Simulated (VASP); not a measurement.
Calculation: PBE GGA, VASP's PBE PAW potentials (set 64) (plane waves; VASP).

VASP input:

POSCAR:
```
Al
1
    0.0000000000     2.0250000000     2.0250000000
    2.0250000000     0.0000000000     2.0250000000
    2.0250000000     2.0250000000     0.0000000000
Al
1
Direct
  0.0000000000   0.0000000000   0.0000000000
```

**INCAR**
```
! general
SYSTEM = Al
PREC   = Accurate
ENCUT  = 400   ! plane-wave cut-off (eV)
LREAL  = .FALSE.   ! projection in real space or not
LASPH  = .TRUE.

! electronic loop
EDIFF  = 1E-6
NELM   = 100   ! most electronic steps
ALGO   = Normal   ! blocked Davidson

! smearing
ISMEAR = 1   ! Methfessel-Paxton
SIGMA  = 0.1

! functional
GGA    = PE   ! PBE

! ions
IBRION = 2   ! conjugate gradients
NSW    = 60   ! most ionic steps
ISIF   = 3   ! ions, shape and volume
EDIFFG = -0.01   ! ionic stop

! output
LWAVE  = .FALSE.
LCHARG = .FALSE.
```

KPOINTS:
```
Automatic mesh
0
Gamma
14 14 14
0 0 0
```

POTCAR, in this order: Al (PBE.64 set). Program: vasp_std.

**Question.** What does the run give for the energy per atom (σ→0), volume per atom, band gap (on the k-mesh)?

**Answer.** 
```
Item                                                        Result
------------------------  ----------------------------------------
energy per atom (σ→0)                               -3.738 eV/atom
band gap (on the k-mesh)  none (metal, semimetal or under 0.01 eV)
volume per atom                                      16.43 Å³/atom
```

### OSZICAR
```
...
DAV:   3    -0.373780939967E+01    0.21708E-04   -0.73246E-06  1335   0.164E-02    0.854E-03
DAV:   4    -0.373780826266E+01    0.11370E-05   -0.67753E-07   755   0.507E-03    0.473E-03
DAV:   5    -0.373780832822E+01   -0.65560E-07   -0.38791E-08   610   0.172E-03
   2 F= -.37378083E+01 E0= -.37379304E+01  d E =-.461244E-03
       N       E                     dE             d eps       ncg     rms          rms(c)
DAV:   1    -0.373782430424E+01   -0.16042E-04   -0.16943E-04  1325   0.815E-02    0.111E-02
DAV:   2    -0.373782338121E+01    0.92303E-06   -0.10313E-06   980   0.866E-03
   3 F= -.37378234E+01 E0= -.37379470E+01  d E =-.476297E-03
```

The compound is Al in the fcc structure. This run relaxes it. Symmetry was kept, so distortions that lower it aren't found.
